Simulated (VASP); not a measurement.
An input for Quantum ESPRESSO's pw.x (written as the equivalent of a VASP run, and not itself run):

```
&CONTROL
  calculation = 'scf'
  pseudo_dir = './pseudo'
  outdir = './out'
  tprnfor = .true.
  tstress = .true.
/
&SYSTEM
  ibrav = 0
  nat = 2
  ntyp = 2
  ecutwfc = 100
  occupations = 'smearing'
  smearing = 'gaussian'
  degauss = 0.00735
  input_dft = 'pbesol'
/
&ELECTRONS
  conv_thr = 7.3e-08
  electron_maxstep = 100
/
ATOMIC_SPECIES
  Lu 174.967 Lu.upf
  Zn 65.380 Zn.upf
CELL_PARAMETERS angstrom
     3.4211800    0.0000000    0.0000000
     0.0000000    3.4211800    0.0000000
     0.0000000    0.0000000    3.4211800
ATOMIC_POSITIONS crystal
  Lu   0.0000000  0.0000000  0.0000000
  Zn   0.5000000  0.5000000  0.5000000
K_POINTS automatic
  12 12 12 0 0 0
```

Task: Translate this input to VASP (INCAR, KPOINTS, POSCAR, choice of POTCAR).

Result: One answer among several that fit: 
**INCAR**
```
ALGO = Normal
EDIFF = 1E-6
ENCUT = 300
GGA = PS
ISIF = 2
ISMEAR = 0
LASPH = .TRUE.
LCHARG = .FALSE.
LMAXMIX = 6
LREAL = .FALSE.
LWAVE = .FALSE.
NELM = 100
PREC = Accurate
SIGMA = 0.1
SYSTEM = LuZn
```

POSCAR:
```
LuZn
1
    3.4211800000     0.0000000000     0.0000000000
    0.0000000000     3.4211800000     0.0000000000
    0.0000000000     0.0000000000     3.4211800000
Lu Zn
1 1
Direct
  0.0000000000   0.0000000000   0.0000000000
  0.5000000000   0.5000000000   0.5000000000
```

File KPOINTS:
```
Automatic mesh
0
Gamma
12 12 12
0 0 0
```

POTCAR, in this order: Lu_3 Zn (PBE.64 set). Program: vasp_std.

Limits of the translation: the potentials are each code's own (VASP's PAW set, PseudoDojo norm-conserving files in pw.x), so ENCUT and ecutwfc are chosen apart and not converted; conv_thr bounds pw.x's estimated SCF error, while EDIFF bounds the energy change between steps.

The structure comes from a measured LuZn entry (Pm-3m) of the Crystallography Open Database, whose conditions weren't checked. The cell was not relaxed at this level, and its volume differs by -5.9 % from the start's.
